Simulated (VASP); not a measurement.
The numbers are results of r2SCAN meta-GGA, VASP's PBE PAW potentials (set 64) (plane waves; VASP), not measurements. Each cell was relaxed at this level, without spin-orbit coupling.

Q: Which of these comes out without a gap?
(A) Al12W, Im-3 (204)
(B) WS2, P6_3/mmc (194)
(C) BAs, F-43m (216)
(D) RbBr, Fm-3m (225)

A: A, Al12W, Im-3 (204). The others have gaps of 1.36 eV (WS2, P6_3/mmc (194)), 4.89 eV (RbBr, Fm-3m (225)), 1.38 eV (BAs, F-43m (216)).
